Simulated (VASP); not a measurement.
# PN (Cmmm) in VASP: single point with PBE

Aim: the single point of PN with PBE.

Program: VASP 6.6.1. These are calculated values, not measurements. Logs are shortened: lines on timing, memory, paths and dates and some standing lists are left out, and cuts for length are marked.

## Step 1: Starting point

It takes space group Cmmm (No. 65, orthorhombic). The conventional cell has a = 3.619 Å, b = 14.250 Å, c = 2.732 Å, α = 90.00°, β = 90.00°, γ = 90.00°. P (site symmetry m2m) has 2 N at 1.62 Å as nearest neighbours. Around N (site symmetry m2m) lie 2 P at 1.62 Å.

The cell was built by a generator and needn't be a form met in nature.

## Step 2: Single point, PBE

The input, INCAR:

```
ALGO = Fast
EDIFF = 1E-7
ENCUT = 520
GGA = PE
ISIF = 2
ISMEAR = 0
LASPH = True
LCHARG = True
LELF = True
LREAL = False
LVHAR = True
LWAVE = False
NBANDS = 18
NELM = 100
PREC = Accurate
SIGMA = 0.01
```

The input, KPOINTS:

```
k-points
0
Gamma
  10 10 14
```

The input, POSCAR:

```
PN
1.0
    1.8093957673     -7.1252304210      0.0000000000
    1.8093957673      7.1252304210      0.0000000000
    0.0000000000      0.0000000000      2.7319137385
P N
2 2
Direct
    0.2007581736      0.7992418264      0.0000000000
    0.7992418264      0.2007581736      0.0000000000
    0.1400169017      0.8599830983      0.5000000000
    0.8599830983      0.1400169017      0.5000000000
```

Potentials or basis: VASP PAW PBE potentials, release 64 (P, N).

On the command line:

```console
> cat potpaw_PBE.64/P/POTCAR potpaw_PBE.64/N/POTCAR > POTCAR
> mpirun -np 1 vasp_std > vasp.out
```

OUTCAR:

```text
EDIFF = 1E-7
   ENCUT = 520
   GGA = PE
   ISIF = 2
   ISMEAR = 0
   LASPH = True
   LREAL = False
   NELM = 100
   PREC = Accurate

 ion  position               nearest neighbor table
   1  0.201  0.799  0.000-   3 1.62   3 1.62   2 2.29   2 2.29
   2  0.799  0.201  0.000-   4 1.62   4 1.62   1 2.29   1 2.29
   3  0.140  0.860  0.500-   1 1.62   1 1.62
   4  0.860  0.140  0.500-   2 1.62   2 1.62

  LATTYP: Found a base centered orthorhombic cell.
 ALAT       =     3.6187915346
 B/A-ratio  =     3.9379059848
 C/A-ratio  =     0.7549243200

  Lattice vectors:

 A1 = (   1.8093957673,  -7.1252304210,   0.0000000000)
 A2 = (   1.8093957673,   7.1252304210,   0.0000000000)
 A3 = (   0.0000000000,   0.0000000000,   2.7319137385)

Analysis of symmetry for initial positions (statically):
=====================================================================
 Subroutine PRICEL returns:
 Original cell was already a primitive cell.

 Routine SETGRP: Setting up the symmetry group for a
 base centered orthorhombic supercell.

 Subroutine GETGRP returns: Found  8 space group operations
 (whereof  8 operations were pure point group operations)
 out of a pool of  8 trial point group operations.

The static configuration has the point symmetry D_2h.

Analysis of symmetry for dynamics (positions and initial velocities):
=====================================================================
 Subroutine PRICEL returns:
 Original cell was already a primitive cell.

 Routine SETGRP: Setting up the symmetry group for a
 base centered orthorhombic supercell.

 Subroutine GETGRP returns: Found  8 space group operations
 (whereof  8 operations were pure point group operations)
 out of a pool of  8 trial point group operations.

The dynamic configuration has the point symmetry D_2h.

 Subroutine INISYM returns: Found  8 space group operations
 (whereof  8 operations are pure point group operations),
 and found     1 'primitive' translations

----------------------------------------------------------------------------------------

                                     Primitive cell

  volume of cell :      70.4416

  direct lattice vectors                    reciprocal lattice vectors
     1.809395767 -7.125230421  0.000000000     0.276335343 -0.070173169  0.000000000
     1.809395767  7.125230421  0.000000000     0.276335343  0.070173169  0.000000000
     0.000000000  0.000000000  2.731913738     0.000000000  0.000000000  0.366043768

  length of vectors
     7.351382291  7.351382291  2.731913738     0.285106113  0.285106113  0.366043768

  position of ions in fractional coordinates (direct lattice)
     0.200758174  0.799241826  0.000000000
     0.799241826  0.200758174  0.000000000
     0.140016902  0.859983098  0.500000000
     0.859983098  0.140016902  0.500000000

  ion indices of the primitive-cell ions
   primitive index   ion index
                 1           1
                 2           2
                 3           3
                 4           4

----------------------------------------------------------------------------------------

 KPOINTS: k-points

Automatic generation of k-mesh.
 Grid dimensions read from file:
 generate k-points for:   10   10   14

 Generating k-lattice:

  Cartesian coordinates                     Fractional coordinates (reciprocal lattice)
     0.027633534 -0.007017317  0.000000000     0.100000000  0.000000000  0.000000000
     0.027633534  0.007017317  0.000000000     0.000000000  0.100000000  0.000000000
     0.000000000  0.000000000  0.026145983     0.000000000  0.000000000  0.071428571

  Length of vectors
     0.028510611  0.028510611  0.026145983

  Shift w.r.t. Gamma in fractional coordinates (k-lattice)
     0.000000000  0.000000000  0.000000000

 Subroutine IBZKPT returns following result:
 ===========================================

 Found    248 irreducible k-points:

 Following reciprocal coordinates:
            Coordinates               Weight
  0.000000  0.000000  0.000000      1.000000
  0.100000 -0.000000  0.000000      4.000000
  0.200000 -0.000000  0.000000      4.000000
  0.300000 -0.000000  0.000000      4.000000
  0.400000  0.000000  0.000000      4.000000
  0.500000  0.000000  0.000000      2.000000
[... 16 lines left out ...]
  0.300000  0.300000  0.000000      2.000000
  0.400000  0.300000  0.000000      4.000000
 [... further k-points ...]
   k-points           NKPTS =    248   k-points in BZ     NKDIM =    248   number of bands    NBANDS=     18
   number of dos      NEDOS =    301   number of ions     NIONS =      4
   total plane-waves  NPLWV =  62720
   dimension x,y,z NGX =    56 NGY =   56 NGZ =   20
   dimension x,y,z NGXF=   112 NGYF=  112 NGZF=   40
   ions per type =               2   2
   NGX,Y,Z   is equivalent  to a cutoff of  12.66, 12.66, 12.17 a.u.
   NGXF,Y,Z  is equivalent  to a cutoff of  25.33, 25.33, 24.34 a.u.
 SYSTEM =  unknown system
   PREC   = accura    normal or accurate (medium, high low for compatibility)
   ISTART =      0    job   : 0-new  1-cont  2-samecut
   ICHARG =      2    charge: 1-file 2-atom 10-const
   ISPIN  =      1    spin polarized calculation?
   LNONCOLLINEAR =      F non collinear calculations
   LSORBIT =      F    spin-orbit coupling
   LASPH  =      T    aspherical Exc in radial PAW
   ENCUT  =  520.0 eV  38.22 Ry    6.18 a.u.  13.67 13.67  5.08*2*pi/ulx,y,z
   NELM   =    100;   NELMIN=  2; NELMDL= -5     # of ELM steps
   EDIFF  = 0.1E-06   stopping-criterion for ELM
   LREAL  =      F    real-space projection
   EDIFFG = 0.1E-05   stopping-criterion for IOM
   NSW    =      0    number of steps for IOM
   IBRION =     -1    ionic relax: 0-MD 1-quasi-New 2-CG
   NFREE  =      0    steps in history (QN), initial steepest desc. (CG)
   ISIF   =      2    stress and relaxation
   ISYM   =      2    0-nonsym 1-usesym 2-fastsym
   POTIM  = 0.5000    time-step for ionic-motion
   TEBEG  =    0.0;   TEEND  =   0.0 temperature during run
   PSTRESS=    0.0 pullay stress
   NELECT =      20.0000    total number of electrons
   NUPDOWN=      -1.0000    fix difference up-down
   EMIN   =  10.00;   EMAX   =-10.00  energy-range for DOS
   EFERMI =   0.00;   METHOD = LEGACY
   ISMEAR =     0;   SIGMA  =   0.01  broadening in eV -4-tet -1-fermi 0-gaus
   EFERMI_NEDOS =   21; number of points for ismear=-14 and -15
   IALGO  =     68    algorithm
   IMIX   =      4    mixing-type and parameters
     AMIX     =   0.40;   BMIX     =  1.00
     AMIX_MAG =   1.60;   BMIX_MAG =  1.00
  volume/ion in A,a.u.               =      17.61       118.84
  Fermi-wavevector in a.u.,A,eV,Ry     =   1.075990  2.033327 15.752214  1.157755
  Thomas-Fermi vector in A             =   2.211862
   LORBIT       =      0    0 simple, 1 ext, 2 COOP (PROOUT), +10 PAW based schemes
   GGA     = PE    functional components
   LHFCALC =     F    Hartree Fock is set to
   AEXX    =    0.0000 exact exchange contribution
   IVDW    =     0    specifies the selected vdW correction
   LEPSILON=     F    determine dielectric tensor
   LRPA    =     F    only Hartree local field effects (RPA)
 non-spin polarized calculation
 RMM-DIIS sequential band-by-band and
 Gauss-broadening in eV      SIGMA  =   0.01
  energy-cutoff  :      520.00
  volume of cell :       70.44
 maximum number of plane-waves:      1919
   NGX = 27   NGY = 27   NGZ = 11

 number of electron      19.9999999 magnetization

 Free energy of the ion-electron system (eV)
  ---------------------------------------------------
  ext. energy  EPLUGINS =         0.00000000
  ---------------------------------------------------
  free energy    TOTEN  =       -27.18681619 eV

  energy without entropy =      -27.18681619  energy(sigma->0) =      -27.18681619

 E-fermi :   2.9522     XC(G=0):  -8.1596

 val. band max:        2.8301764676   @ k =   0.0000   0.0000   0.1429
 cond. band min:       3.0842873150   @ k =   0.5000   0.5000   0.1429
 fundamental gap:      0.2541108474
 Fermi energy:         2.9521501319

 k-point     1 :       0.0000    0.0000    0.0000
  band No.  band energies     occupation
      1     -17.0389      2.00000
      2     -15.8275      2.00000
      3      -7.8818      2.00000
      4      -4.1025      2.00000
      5      -3.5041      2.00000
      6      -3.1371      2.00000
[... 10 lines left out ...]
     17      10.9672      0.00000
     18      11.7003      0.00000

 k-point     2 :       0.1000   -0.0000    0.0000
  band No.  band energies     occupation
      1     -16.9951      2.00000
      2     -15.8369      2.00000
      3      -7.8616      2.00000
      4      -4.5393      2.00000
      5      -3.4902      2.00000
      6      -3.1408      2.00000
[... 10 lines left out ...]
     17      10.9868      0.00000
     18      12.0229      0.00000

 k-point     3 :       0.2000   -0.0000    0.0000
  band No.  band energies     occupation
      1     -16.8702      2.00000
      2     -15.8707      2.00000
      3      -7.8020      2.00000
      4      -5.3714      2.00000
      5      -3.4509      2.00000
      6      -3.1530      2.00000
[... 10 lines left out ...]
     17      11.0321      0.00000
     18      12.6278      0.00000

 k-point     4 :       0.3000   -0.0000    0.0000
  band No.  band energies     occupation
      1     -16.6829      2.00000
      2     -15.9432      2.00000
      3      -7.6995      2.00000
      4      -6.1756      2.00000
      5      -3.3938      2.00000
      6      -3.1766      2.00000
[... 10 lines left out ...]
     17      11.0327      0.00000
     18      11.4463      0.00000

 k-point     5 :       0.4000    0.0000    0.0000
  band No.  band energies     occupation
      1     -16.4634      2.00000
      2     -16.0685      2.00000
      3      -7.5326      2.00000
      4      -6.8129      2.00000
      5      -3.3288      2.00000
      6      -3.2143      2.00000
[... 10 lines left out ...]
     17      10.5791      0.00000
     18      11.0950      0.00000

 k-point     6 :       0.5000    0.0000    0.0000
  band No.  band energies     occupation
      1     -16.2495      2.00000
      2     -16.2460      2.00000
      3      -7.2609      2.00000
      4      -7.2495      2.00000
      5      -3.2670      2.00000
      6      -3.2656      2.00000
[... 10 lines left out ...]
     17      10.3626      0.00000
     18      11.8419      0.00000

 k-point     7 :       0.1000    0.1000    0.0000
  band No.  band energies     occupation
      1     -16.8704      2.00000
      2     -15.8702      2.00000
      3      -7.8039      2.00000
      4      -5.3699      2.00000
      5      -3.4511      2.00000
      6      -3.1529      2.00000
[... 10 lines left out ...]
     17      11.0132      0.00000
     18      12.5827      0.00000

 k-point     8 :       0.2000    0.1000    0.0000
  band No.  band energies     occupation
      1     -16.6835      2.00000
      2     -15.9424      2.00000
      3      -7.7026      2.00000
      4      -6.1729      2.00000
      5      -3.3940      2.00000
      6      -3.1764      2.00000
[... 10 lines left out ...]
     17      10.9528      0.00000
     18      11.4474      0.00000
[... 229 lines left out ...]
     17      11.4098      0.00000
     18      11.4432      0.00000

 k-point    20 :      -0.4000    0.2000    0.0000
  band No.  band energies     occupation
      1     -16.8685      2.00000
      2     -15.8733      2.00000
      3      -7.7907      2.00000
      4      -5.3801      2.00000
      5      -3.4502      2.00000
      6      -3.1538      2.00000
[... 10 lines left out ...]
     17      11.2038      0.00000
     18      12.3083      0.00000

 k-point    21 :      -0.3000    0.2000    0.0000
  band No.  band energies     occupation
      1     -16.9937      2.00000
      2     -15.8392      2.00000
      3      -7.8509      2.00000
      4      -4.5448      2.00000
      5      -3.4895      2.00000
      6      -3.1415      2.00000
[... 10 lines left out ...]
     17      10.8838      0.00000
     18      12.0638      0.00000

 k-point    22 :      -0.2000    0.2000    0.0000
  band No.  band energies     occupation
      1     -17.0379      2.00000
      2     -15.8293      2.00000
      3      -7.8737      2.00000
      4      -4.1033      2.00000
      5      -3.5036      2.00000
      6      -3.1376      2.00000
[... 10 lines left out ...]
     17      10.7632      0.00000
     18      11.8985      0.00000

 k-point    23 :       0.3000    0.3000    0.0000
  band No.  band energies     occupation
      1     -16.4613      2.00000
      2     -16.0710      2.00000
      3      -7.5229      2.00000
      4      -6.8222      2.00000
      5      -3.3279      2.00000
      6      -3.2152      2.00000
[... 10 lines left out ...]
     17      10.5758      0.00000
     18      11.7011      0.00000

 k-point    24 :       0.4000    0.3000    0.0000
  band No.  band energies     occupation
      1     -16.6806      2.00000
      2     -15.9466      2.00000
      3      -7.6863      2.00000
      4      -6.1873      2.00000
      5      -3.3928      2.00000
      6      -3.1777      2.00000
[... 10 lines left out ...]
     17      11.4543      0.00000
     18      11.6570      0.00000

 [... further k-points ...]
[... 5 lines left out ...]
  --------------------------------------------------------------------------------------
  -------------------------------------------------------------------------------------
  Total       -0.0585209     -0.2243200     -0.4168358     -0.0000000      0.0000000      0.0000000
  in kB       -1.3310427     -5.1021014     -9.4808253     -0.0000000      0.0000000      0.0000000
  external PRESSURE =      -5.3046565 kB  Pullay stress =       0.0000000 kB

 VOLUME and BASIS-vectors are now :
 -----------------------------------------------------------------------------
  energy-cutoff  :      520.00
  volume of cell :       70.44
      direct lattice vectors                 reciprocal lattice vectors
     1.809395767 -7.125230421  0.000000000     0.276335343 -0.070173169  0.000000000
     1.809395767  7.125230421  0.000000000     0.276335343  0.070173169  0.000000000
     0.000000000  0.000000000  2.731913738     0.000000000  0.000000000  0.366043768

 POSITION                                       TOTAL-FORCE (eV/Angst)
 -----------------------------------------------------------------------------------
      1.80940      4.26433      0.00000         0.000000      0.091408      0.000000
      1.80940     -4.26433      0.00000         0.000000     -0.091408     -0.000000
      1.80940      5.12993      1.36596         0.000000     -0.108754     -0.000000
      1.80940     -5.12993      1.36596         0.000000      0.108754     -0.000000
 -----------------------------------------------------------------------------------
    total drift:                               -0.000000      0.000000     -0.000000

  FREE ENERGIE OF THE ION-ELECTRON SYSTEM (eV)
  ---------------------------------------------------
  free  energy   TOTEN  =       -27.1868161855 eV

  energy  without entropy=      -27.1868161855  energy(sigma->0) =      -27.18681619
```

Run time: 8.4 min. Hardware: 1 thread of Intel Xeon Platinum 8488C (Sapphire Rapids), shared host; peak memory 0.41 GiB.

Results:

```yaml
Free_energy: -27.1868 eV
Pressure: -0.5 GPa
Largest_force: 0.109 eV/Å
Band_gap_on_the_k_mesh: 0.25 eV, indirect (least direct gap 0.27 eV)
```

Forces on the atoms (eV/Å):
```
P    0.000  0.091  0.000
P    0.000 -0.091  0.000
N    0.000 -0.109  0.000
N    0.000  0.109  0.000
```

A k mesh can miss the band edges. PBE gaps usually lie below the measured ones, often by a third to a half.
